## Question

Zinc-blende CdSe is to be squeezed or stretched evenly in all directions, so that the cell keeps its shape. A density-functional calculation (PBE) gives its equilibrium volume, $V_0=29.898$ Å³/atom, and its bulk modulus there, $B=44.7$ GPa.

(a) Estimate by hand the energy above the minimum and the pressure at volumes of 27.21 and 30.68 Å³/atom.

(b) Explain why treating each Cd–Se bond as an ideal spring would give a poor answer under compression.

(c) State how accurate the estimate is and over what range it may be used.

## Model answer

**(a)** Close to the minimum, the energy curve of a crystal is very nearly a parabola, and $V_0$ and $B$ fix that parabola. Further away, the answer depends on the quantity in which the parabola is drawn. Density is a good choice here. With $r=V_0/V$, the density relative to equilibrium, the energy per atom is

$$E=\frac{BV_0}{2}\,(r-1)^2 .$$

The pressure is $P=-\mathrm dE/\mathrm dV$. Since $\mathrm dr/\mathrm dV=-r^2/V_0$, it follows that

$$P=B\,r^2(r-1).$$

One eV/Å³ equals 160.2 GPa, so the prefactor is

$$\frac{BV_0}{2}=\frac{44.7\times 29.898}{2\times160.2}\ \text{eV}=4.17\ \text{eV}.$$

A density change of one per cent, squared, is $10^{-4}$. The energy is therefore 0.417 meV/atom times the square of the density change in per cent.

For the compressed cell, $r=29.898/27.21=1.0988$, a density gain of 9.88 %:

$$E=0.417\times 9.88^2=40.7\ \text{meV/atom},$$
$$P=44.7\times1.0988^2\times0.0988=5.33\ \text{GPa}.$$

For the stretched cell, $r=29.898/30.68=0.9745$, a density loss of 2.55 %:

$$E=0.417\times 2.55^2=2.71\ \text{meV/atom},$$
$$P=-44.7\times0.9745^2\times0.0255=-1.08\ \text{GPa}.$$

The negative sign means that the crystal has to be pulled to hold this volume. The computed values are these:

VASP 6.6.1 calculations for zinc-blende CdSe (2-atom cell) with the PBE functional and recommended PAW potentials, a 520 eV cutoff, an 8×8×8 k mesh and Fermi–Dirac smearing of 0.05 eV, without spin polarisation. The cell is scaled at fixed shape and fractional atomic positions; energies are counted from the minimum of the equation-of-state fit.

| volume (Å³/atom) | energy (meV/atom) | pressure (GPa) |
| --- | --- | --- |
| 27.21 | 40.50 | 5.270 |
| 27.78 | 23.98 | 3.890 |
| 28.36 | 12.15 | 2.670 |
| 28.94 | 4.53 | 1.560 |
| 29.52 | 0.68 | 0.580 |
| 30.10 | 0.19 | -0.300 |
| 30.68 | 2.71 | -1.090 |

**(b)** An ideal spring keeps its stiffness at every length. A chemical bond does not, because its length is set by two forces that vary at different rates. The attraction between Cd and Se, partly ionic and partly covalent, changes slowly with distance. The repulsion between overlapping filled shells rises almost exponentially as the atoms approach.

At equilibrium the two forces cancel, but their rates of change do not. The steep repulsion supplies the resistance to squeezing. When the bond shortens, this repulsion grows quickly and so does the stiffness; when the bond lengthens, the repulsion fades and the crystal softens. This is standard bonding theory, and the table shows its consequence rather than the two forces separately.

The consequence is large. The modulus follows from the change in pressure between neighbouring rows. It falls from about 67 to 41 GPa while the bond grows from 2.61 to 2.70 Å. A bond only 3 % longer thus goes with a modulus almost 40 % lower.

Ideal springs with the same $V_0$ and $B$ would let the modulus fall only from about 49 to 44 GPa over the same stretch. Their spring constant is fixed, so this small change comes from the geometry of the growing cell. They miss most of the stiffening, so they make compression too cheap. At the smallest volume their energy is 11 % below the computed one.

**(c)** Over all seven rows the density rule reproduces the energy to about 1 % and the pressure to 0.06 GPa. The range runs from 9 % below the equilibrium volume to just under 3 % above it. Only two rows lie on the stretched side, so the rule is better tested for squeezing than for pulling.

## Remarks on the reasoning

**Why density works.** A parabola in density is symmetric in density but lopsided in volume. Reducing the volume by 9 % raises the density by 9.9 %, since $1/0.91=1.099$. Increasing the volume by 9 % lowers the density by only 8.3 %, since $1/1.09=0.917$. The rule therefore charges more for squeezing than for an equal stretch, as the repulsion demands. Density is a convenient variable that imitates the repulsion; it is not the cause of the stiffening.

**What the agreement tests.** The constants $V_0$ and $B$ came from an equation-of-state fit to the energies of all seven rows, including the two worked above. The good match therefore supports the shape of the rule, but it is no prediction of unseen energies. A candidate who presents it as one should lose a mark. The printed analysis after this text compares the density rule with two other shapes that use the same constants.

**A sterner test.** The two constants can also be found from the two pressures on either side of zero, with no energy used. A straight line between these rows crosses zero pressure at

$$V_0=29.52+0.58\times\frac{0.580}{0.880}=29.90\ \text{Å}^3/\text{atom}.$$

The slope of the same line, multiplied by the volume midway between the rows, gives the modulus:

$$B=29.81\times\frac{0.880}{0.58}=45.2\ \text{GPa}.$$

With these values the rule gives all seven energies to about 0.8 meV/atom or better. Once the density shape has been chosen, two pressures near equilibrium are thus enough to estimate the cost of a 9 % compression of this crystal. The shape supplies the stiffening, which two pressures alone cannot give. The largest relative error, about 4 %, occurs close to the minimum, where the energy is the square of a small difference and a slight shift of $V_0$ matters most. In such cases the error in meV is the fairer measure.

**Where the physics changes.** Real CdSe goes over to the rock-salt structure at roughly 3 GPa. The two smallest volumes in the table lie above that pressure, and the calculation stays in zinc blende there because shape and atomic positions are held fixed. For these rows the rule describes a compressed zinc-blende crystal, which a real sample may already have left.

**Where the formula breaks.** At infinite volume $r$ goes to zero, and the rule gives an energy of $BV_0/2$, or 4.17 eV/atom. Pulling CdSe apart into atoms really costs only about 2.5 eV/atom, a rough recalled figure. The curvature at the minimum is governed by the steep repulsion, whereas the full cost of separation depends on the depth of the attraction. Two constants taken at the minimum do not contain that depth.

**Which constants to insert.** PBE usually makes crystals of this kind several per cent too large in volume and also too soft. The rule passes both errors on, because $V_0$ and $B$ are all it knows about the material. To estimate the behaviour of a real sample, measured constants are the better choice, and the formula stays the same.

**Carrying the rule to another crystal.** The size of the energy scales with $BV_0$, so a crystal twice as stiff with the same volume per atom costs twice as much for the same density change. The best variable depends on how fast the modulus rises with pressure, a pure number often written $B'$. A parabola in $r^m$ with the same $V_0$ and $B$ has the energy $E=\frac{BV_0}{2m^2}(r^m-1)^2$. Its pressure and its modulus $K=r\,\mathrm dP/\mathrm dr$ are

$$P=\frac{B}{m}\left(r^{2m+1}-r^{m+1}\right),$$
$$K=\frac{B}{m}\left[(2m+1)r^{2m+1}-(m+1)r^{m+1}\right].$$

Dividing the change of $K$ by the change of $P$ at $r=1$ gives

$$B'=\frac{(2m+1)^2-(m+1)^2}{m}=3m+2 .$$

An ideal spring in the bond length has $m=-\tfrac13$ and hence $B'=1$. Density has $m=1$ and $B'=5$, close to the 4.71 found for CdSe. The practical rule is to look up $B'$ first: if it is near 5, square the change in density; if it is near 4, use a parabola in $r^{2/3}$, which is the second-order Birch form.

Numerical output:

```
Energy rules in meV/atom (misses are rule less table):
    row  density change %  density rule    its miss  Birch miss  spring miss
  27.21             9.879          40.7      0.2015      -1.073       -4.626
  27.78             7.624         24.24      0.2636     -0.3289       -2.008
  28.36             5.423         12.27      0.1162    -0.09942      -0.7202
  28.94              3.31          4.57     0.04028   -0.009282      -0.1543
  29.52              1.28        0.6838    0.003849   0.0009496    -0.007663
   30.1           -0.6711        0.1878   -0.002164   -0.001742   -0.0004705
  30.68            -2.549          2.71  -0.0003571     0.02298      0.09441
Pressure in GPa and modulus of the interval ending at the row:
    row  rule pressure  its miss  mid bond A  modulus GPa  density rule GPa  spring GPa
  27.21          5.331   0.06133         n/a          n/a               n/a         n/a
  27.78          3.947   0.05749       2.614        66.57             66.71       48.57
  28.36          2.694    0.0242       2.632        59.04             60.62       47.59
  28.94          1.579   0.01929        2.65        54.83             55.04       46.64
  29.52         0.5871   0.00713       2.668        49.39             49.97       45.72
   30.1         -0.296  0.004033       2.685        45.23             45.36       44.83
  30.68         -1.082  0.007987       2.703        41.39             41.16       43.98
Energy per squared percent of density change (meV/atom): 0.4171
Largest energy miss of the density rule (meV/atom): 0.2636
Largest energy miss of the density rule (% of the energy): 1.139
Rms miss of density rule (meV/atom): 0.1338
Rms miss of Birch form (meV/atom): 0.4259
Rms miss of bond spring (meV/atom): 1.927
Spring miss at the smallest volume (% of the energy): -11.42
Largest pressure miss of the density rule (GPa): 0.06133
Largest energy shift from rounded volumes (meV/atom): 0.1645
Possible error of a local modulus from rounded volumes (%): 1.754
Equilibrium volume from two pressures (A^3/atom): 29.9
Bulk modulus from two pressures (GPa): 45.23
Largest energy miss with these two constants (meV/atom): 0.8201
Largest energy miss with these two constants (% of the energy): 4.142
Smallest volume against equilibrium (%): -8.991
Largest volume against equilibrium (%): 2.616
Energy of the density rule at infinite volume (eV/atom): 4.171
```
